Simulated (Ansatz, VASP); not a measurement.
# HfC in two plane-wave programs, part 2 of 2

Wanted: the spread between two codes on one cell, functional and k mesh. The cell is generated by rule, not measured, and may not be a known phase. Of the first pair: The two relaxations start from unlike cells of this crystal (the structure described is Ansatz's start), so only their ends are compared.

VASP 6.6.1 and Ansatz 0.2.0.

So far: The structure; VASP: relaxation of cell and atoms, PBEsol, pair 1; Ansatz: relaxation of cell and atoms, PBEsol, pair 1; Comparison.

## 5. VASP: relaxation of cell and atoms, PBEsol, pair 2

Level of this step: PBEsol; plane waves and PAW (Hf_pv, C); invented cell (VASP).

The relaxed volume is the usual yardstick between codes: in a stiff, nearly cubic crystal its relative difference is about their pressure difference at one cell divided by the bulk modulus. Its start cell is another than that of the pair before, and may be another structure of the material.

The input, INCAR:

```
SYSTEM = HfC
PREC = Accurate
ENCUT = 600
EDIFF = 1E-07
NELM = 120
ISMEAR = 1
SIGMA = 0.2
LREAL = .FALSE.
ALGO = Normal
GGA = PS
NBANDS = 20
LASPH = .TRUE.
LORBIT = 11
LWAVE = .FALSE.
LCHARG = .FALSE.
ISIF = 3
IBRION = 2
NSW = 80
EDIFFG = -0.005
GGA_COMPAT = .FALSE.
NELMIN = 4
KPAR = 2
```

The input, POSCAR:

```
HfC
1.0
    3.8184400000      0.0000000000      0.0000000000
   -1.9092200000      3.3068660000      0.0000000000
    0.0000000000      0.0000000000      4.5972000000
Hf C
2 2
Direct
    0.3333334341      0.6666668683      0.9376631428
    0.6666667171      0.3333334341      0.4376631428
    0.3333334341      0.6666668683      0.4373368572
    0.6666667171      0.3333334341      0.9373368572
```

The input, KPOINTS:

```
Automatic mesh
0
Gamma
12 12 12
0 0 0
```

Potentials, in the order of the species: Hf_pv and C (PBE family, release 64).

On the command line:

```sh
mpirun -np 2 vasp_std
```

Numbers of over 12 decimals in the logs are rounded to 6 here.

The log of the run:

```text
[banner, memory and clock lines left out]
running    2 mpi-ranks, on    1 nodes
[...]
[... a notice as in an earlier step ...]

 LDA part: xc-table for (Slater+PW92), standard interpolation
 POSCAR, INCAR and KPOINTS ok, starting setup
[...]
entering main loop
       N       E                     dE             d eps       ncg     rms          rms(c)
DAV:   1     0.106576898678E+03    0.10658E+03   -0.16748E+04  5320   0.150E+03
DAV:   2    -0.434550751333E+02   -0.15003E+03   -0.14472E+03  6864   0.329E+02
DAV:   3    -0.502232330468E+02   -0.67682E+01   -0.67217E+01  6644   0.511E+01
DAV:   4    -0.503173978482E+02   -0.94165E-01   -0.94081E-01  7016   0.659E+00
[...]
DAV:  13    -0.430997317394E+02    0.22566E-05   -0.11605E-05  6784   0.202E-02    0.135E-02
DAV:  14    -0.430997318569E+02   -0.11754E-06   -0.87814E-07  6336   0.534E-03    0.128E-03
DAV:  15    -0.430997318050E+02    0.51953E-07   -0.46169E-08  3920   0.137E-03
   1 F= -.43099732E+02 E0= -.43100061E+02  d E =-.430997E+02
[...]
DAV:   8    -0.430993064232E+02    0.10380E-06   -0.69096E-08  3748   0.165E-03    0.183E-03
DAV:   9    -0.430993063955E+02    0.27674E-07   -0.11889E-08  3572   0.770E-04
   2 F= -.43099306E+02 E0= -.43099619E+02  d E =0.425409E-03
 trial-energy change:    0.000425  1 .order    0.000437   -0.001285    0.002159
 step:   0.3779(harm=  0.3730)  dis= 0.00002  next Energy=   -43.099975 (dE=-0.243E-03)
[...]
N       E                     dE             d eps       ncg     rms          rms(c)
DAV:   1    -0.431013956873E+02   -0.20893E-02   -0.41652E-02  5352   0.157E+00    0.904E-01
DAV:   2    -0.431004155268E+02    0.98016E-03   -0.28161E-03  5560   0.362E-01    0.234E-01
DAV:   3    -0.431000279705E+02    0.38756E-03   -0.65421E-04  5596   0.176E-01    0.140E-01
DAV:   4    -0.430999831852E+02    0.44785E-04   -0.11716E-04  6552   0.753E-02    0.123E-01
DAV:   5    -0.430999771703E+02    0.60149E-05   -0.11311E-05  6296   0.159E-02    0.220E-02
DAV:   6    -0.430999763703E+02    0.79996E-06   -0.42757E-06  6260   0.886E-03    0.625E-03
DAV:   7    -0.430999762946E+02    0.75670E-07   -0.76125E-07  5960   0.369E-03
   3 F= -.43099976E+02 E0= -.43100299E+02  d E =-.244490E-03
[...]
reached required accuracy - stopping structural energy minimisation
```

From OUTCAR (step 5):

```text
  Total       -0.0073392     -0.0073392      0.0168257     -0.0000000     -0.0000000      0.0000000
  in kB       -0.2030829     -0.2030829      0.4655841     -0.0000000     -0.0000000      0.0000000
  external PRESSURE =       0.0198061 kB  Pullay stress =       0.0000000 kB

 POSITION                                       TOTAL-FORCE (eV/Angst)
 -----------------------------------------------------------------------------------
     -0.00000      2.20286      4.30630         0.000000     -0.000000     -0.001244
      1.90773      1.10143      2.00999        -0.000000      0.000000     -0.001244
     -0.00000      2.20286      2.00854         0.000000      0.000000      0.001244
      1.90773      1.10143      4.30484         0.000000     -0.000000      0.001244
 -----------------------------------------------------------------------------------
    total drift:                               -0.000000     -0.000353     -0.000004

  FREE ENERGIE OF THE ION-ELECTRON SYSTEM (eV)
  ---------------------------------------------------
  free  energy   TOTEN  =       -43.0999762946 eV

  energy  without entropy=      -43.1009455025  energy(sigma->0) =      -43.10029936

[... 1 part as in an earlier step ...]

[... 3 further parts left out ...]
[key lines of the parts left out:]
E-fermi :   4.4524
```

## 6. Ansatz: relaxation of cell and atoms, PBEsol, pair 2

The same cell, functional, mesh and smearing now go to Ansatz, which takes its cutoff from its data sets.

The cell is taken from a series of runs on this material, whose earlier steps may have relaxed, scaled, displaced or heated it; both programs get it as it stands.

The input, input.yaml:

```yaml
crystal:
  lattice:
    - [3.8184403473, 0.0, 0.0]
    - [-1.9092201737, 3.3068663436, 0.0]
    - [0.0, 0.0, 4.5971998689]
  atoms:
    - { symbol: Hf, position: [0.3333333333, 0.6666666667, -0.0623368322] }
    - { symbol: Hf, position: [0.6666666667, 0.3333333333, 0.4376631678] }
    - { symbol: C, position: [0.3333333333, 0.6666666667, 0.4373368322] }
    - { symbol: C, position: [0.6666666667, 0.3333333333, 0.9373368322] }
kpoints:
  mp_grid: { grid: [12, 12, 12] }
hamiltonian:
  xc: pbesol
  pseudopotentials: { kind: nc }
scf:
  occupations: { method: methfessel_paxton, width: 0.2 }
output:
  forces: true
  stress: true
  eigenvalues: true
relax:
  adjacent_minimum: "off"
  f_tol: 0.001
  max_steps: 60
  cell: { stress_tol: 0.01 }
```

On the command line:

```sh
ansatz run input.yaml --threads 4 --pin off --max-ram 7168MiB --backend cpu --events-out ev --progress --plain --runs-dir out
```

The log of the run:

```text
[...]
Crystal: 4 atoms, lattice volume = 58.049 Å³
Basis set: ecut = 1115.666836 eV, 4909 PW (Γ), exchange–correlation on 90×90×108 points (8 copies of the dense FFT grid, shifted against one another)
Bands: 20, of which v1, the nominal top of the filled ones, is band 16 counted from 1 (15 counted from 0)
Symmetry: 12 space group operations
[...]
--- Relaxed structure (2 steps of the walk, 2 accepted, 1 SCFs on fresh bases) ---
[...]
cell:  # Å, volume = 58.0478 Å³
    - [3.818307, 2.8866497210630076e-11, 0]
    - [-1.909154, 3.306751, 0]
    - [0, 0, 4.597408]
  atoms:
    - { symbol: Hf, position: [0.333333, 0.666667, -0.062345] }
    - { symbol: Hf, position: [0.666667, 0.333333, 0.437655] }
    - { symbol: C, position: [0.333333, 0.666667, 0.437345] }
    - { symbol: C, position: [0.666667, 0.333333, 0.937345] }
[key lines of the parts left out:]
SCF converged after 7 iterations
Free energy (F): -3398.031473 eV
Fermi energy:    12.640171 eV
P = ⅓ Tr σ = -0.0006 GPa (-0.006 kbar)
```

## 7. Differences

What differs besides the data sets and the points named for the pairs above, as far as they apply: the data sets hold 32 valence electrons in Ansatz (on norm-conserving files, of PseudoDojo where its log says so) and 28 in VASP. Total energies have different zeros and are not compared.

The two programs side by side:

```tsv
quantity	Ansatz	VASP	difference
volume (Å³)	58.05	57.90	+0.25 %
edge a after relaxation, in the typed setting (Å)	3.818	3.816	+0.07 %
edge c after relaxation, in the typed setting (Å)	4.597	4.593	+0.10 %
```

## 8. Ansatz: relaxation of cell and atoms, PBEsol, pair 3

The relaxed volume is the usual yardstick between codes: in a stiff, nearly cubic crystal its relative difference is about their pressure difference at one cell divided by the bulk modulus.

The cell is taken from a series of runs on this material, whose earlier steps may have relaxed, scaled, displaced or heated it; both programs get it as it stands.

The input, input.yaml:

```yaml
crystal:
  lattice:
    - [3.809046303, 0.0, 0.0]
    - [-1.9045231515, 3.2987308626, 0.0]
    - [0.0, 0.0, 4.615183562]
  atoms:
    - { symbol: Hf, position: [0.3333333333, 0.6666666667, -0.0550031513] }
    - { symbol: Hf, position: [0.6666666667, 0.3333333333, 0.4449968487] }
    - { symbol: C, position: [0.3333333333, 0.6666666667, 0.4300031513] }
    - { symbol: C, position: [0.6666666667, 0.3333333333, 0.9300031513] }
kpoints:
  mp_grid: { grid: [12, 12, 10] }
hamiltonian:
  xc: pbesol
  pseudopotentials: { kind: nc }
scf:
  occupations: { method: gaussian, width: 0.1 }
output:
  forces: true
  stress: true
  eigenvalues: true
relax:
  adjacent_minimum: "off"
  f_tol: 0.005
  max_steps: 80
  cell: { stress_tol: 0.05 }
```

The log of the run:

```text
[...]
Crystal: 4 atoms, lattice volume = 57.990 Å³
Basis set: ecut = 1115.666836 eV, 4915 PW (Γ), exchange–correlation on 90×90×108 points (8 copies of the dense FFT grid, shifted against one another)
Bands: 20, of which v1, the nominal top of the filled ones, is band 16 counted from 1 (15 counted from 0)
Symmetry: 12 space group operations
[...]
--- Relaxed structure (6 steps of the walk, 6 accepted, 1 SCFs on fresh bases) ---
[...]
cell:  # Å, volume = 58.0492 Å³
    - [3.818440, 0.0, 0]
    - [-1.909220, 3.306866, 0]
    - [0, 0, 4.597200]
  atoms:
    - { symbol: Hf, position: [0.333333, 0.666667, -0.062337] }
    - { symbol: Hf, position: [0.666667, 0.333333, 0.437663] }
    - { symbol: C, position: [0.333333, 0.666667, 0.437337] }
    - { symbol: C, position: [0.666667, 0.333333, 0.937337] }
[key lines of the parts left out:]
SCF converged after 5 iterations
Free energy (F): -3398.032652 eV
Fermi energy:    12.611186 eV
P = ⅓ Tr σ = -0.0017 GPa (-0.017 kbar)
```

## 9. VASP: relaxation of cell and atoms, PBEsol, pair 3

The same cell, functional, mesh and smearing now go to VASP, with its own data sets.

INCAR: that of step 5 with these lines changed.

```diff
@@ -5,4 +5,4 @@
 NELM = 120
-ISMEAR = 1
-SIGMA = 0.2
+ISMEAR = 0
+SIGMA = 0.1
 LREAL = .FALSE.
```

The input, POSCAR:

```
HfC
1.0
    3.8090460000      0.0000000000      0.0000000000
   -1.9045230000      3.2987310000      0.0000000000
    0.0000000000      0.0000000000      4.6151840000
Hf C
2 2
Direct
    0.3333333333      0.6666666667      0.9449967759
    0.6666666667      0.3333333333      0.4449967759
    0.3333333333      0.6666666667      0.4300030075
    0.6666666667      0.3333333333      0.9300030075
```

The input, KPOINTS:

```
Automatic mesh
0
Gamma
12 12 10
0 0 0
```

On the command line:

```sh
mpirun -np 2 vasp_std
```

The log of the run:

```text
[... set-up lines as in an earlier step ...]
 entering main loop
       N       E                     dE             d eps       ncg     rms          rms(c)
DAV:   1     0.104995205374E+03    0.10500E+03   -0.16766E+04  4600   0.149E+03
DAV:   2    -0.435217814540E+02   -0.14852E+03   -0.14320E+03  5840   0.327E+02
DAV:   3    -0.502187096673E+02   -0.66969E+01   -0.66461E+01  5780   0.509E+01
DAV:   4    -0.503097227669E+02   -0.91013E-01   -0.90924E-01  5940   0.638E+00
[...]
DAV:  12    -0.430911103029E+02    0.67149E-05   -0.12447E-05  5512   0.244E-02    0.627E-02
DAV:  13    -0.430911086743E+02    0.16286E-05   -0.67454E-06  5888   0.151E-02    0.236E-03
DAV:  14    -0.430911087050E+02   -0.30742E-07   -0.24114E-07  4156   0.308E-03
   1 F= -.43091109E+02 E0= -.43090419E+02  d E =-.430911E+02
[... from here on, the cycles between the ionic steps are left out ...]
   2 F= -.43096405E+02 E0= -.43095830E+02  d E =-.529593E-02
   3 F= -.43099160E+02 E0= -.43098611E+02  d E =-.805107E-02
   5 F= -.43100847E+02 E0= -.43100250E+02  d E =-.168731E-02
   6 F= -.43100987E+02 E0= -.43100376E+02  d E =-.139982E-03
   7 F= -.43101008E+02 E0= -.43100389E+02  d E =-.160418E-03
   8 F= -.43101049E+02 E0= -.43100417E+02  d E =-.410368E-04
   9 F= -.43101056E+02 E0= -.43100417E+02  d E =-.486193E-04
  10 F= -.43101084E+02 E0= -.43100437E+02  d E =-.278665E-04
  11 F= -.43101088E+02 E0= -.43100434E+02  d E =-.322519E-04
  12 F= -.43101090E+02 E0= -.43100438E+02  d E =-.335433E-04
  13 F= -.43101101E+02 E0= -.43100447E+02  d E =-.116986E-04
  14 F= -.43101109E+02 E0= -.43100450E+02  d E =-.189304E-04
  15 F= -.43101117E+02 E0= -.43100455E+02  d E =-.837553E-05
 trial-energy change:   -0.000008  1 .order   -0.000008   -0.000016    0.000000
 step:   0.5593(harm=  0.5577)  dis= 0.00052  next Energy=   -43.101117 (dE=-0.838E-05)
 reached required accuracy - stopping structural energy minimisation
```

From OUTCAR (step 9):

```text
  Total        0.0160280      0.0160280     -0.0061640      0.0000000      0.0000000      0.0000000
  in kB        0.4435758      0.4435759     -0.1705883      0.0000000      0.0000000      0.0000000
  external PRESSURE =       0.2388545 kB  Pullay stress =       0.0000000 kB

 POSITION                                       TOTAL-FORCE (eV/Angst)
 -----------------------------------------------------------------------------------
     -0.00000      2.20255      4.30769        -0.000000     -0.000000     -0.001862
      1.90747      1.10128      2.01108         0.000000     -0.000000     -0.001862
     -0.00000      2.20255      2.00800        -0.000000      0.000000      0.001862
      1.90747      1.10128      4.30461         0.000000      0.000000      0.001862
 -----------------------------------------------------------------------------------
    total drift:                               -0.000000      0.000000     -0.000047

  FREE ENERGIE OF THE ION-ELECTRON SYSTEM (eV)
  ---------------------------------------------------
  free  energy   TOTEN  =       -43.1011169734 eV

  energy  without entropy=      -43.0997933008  energy(sigma->0) =      -43.10045514

[... 1 part as in an earlier step ...]

[... 3 further parts left out ...]
[key lines of the parts left out:]
E-fermi :   4.4245
```

## 10. Comparison

What differs besides the data sets and the points named for the pairs above, as far as they apply: the data sets hold 32 valence electrons in Ansatz (on norm-conserving files, of PseudoDojo where its log says so) and 28 in VASP. Total energies have different zeros and are not compared.

Compared:

```tsv
quantity	Ansatz	VASP	difference
volume (Å³)	58.05	57.89	+0.27 %
edge a after relaxation, in the typed setting (Å)	3.818	3.815	+0.09 %
edge c after relaxation, in the typed setting (Å)	4.597	4.593	+0.09 %
```

## 11. What came out

```yaml
difference_in_edge_c_after_relaxation_in_the_typed_setting_relaxation_of_cell_and_atoms_pbesol_pair_1: 0.13 %
difference_in_volume_relaxation_of_cell_and_atoms_pbesol_pair_2: 0.25 %
difference_in_volume_relaxation_of_cell_and_atoms_pbesol_pair_3: 0.27 %
```

What this shows: The difference in volume is 0.27 % (relaxation of cell and atoms, PBEsol, pair 3), within the 1.2 % picked in this series as the mark of a large difference, as far as the stopping tolerances let one tell. The data sets hold unlike numbers of valence electrons (32 in Ansatz and 28 in VASP), so part of the differences comes from the potentials. How closely two codes agree says nothing of how well the functional describes the real material.

[Lines on the potential files, build, host, timing and source positions are cut from VASP's logs without a mark.]

[Logs are printed without paths, hosts, clocks, repeated set-up lines and the standing remarks that a program may print on its own settings, such as how far it seeks lower states.]

[Hosts, paths, dates, database ids (printed as entryN), source tags and the programs' standing remarks are cut or masked in the printed files.]
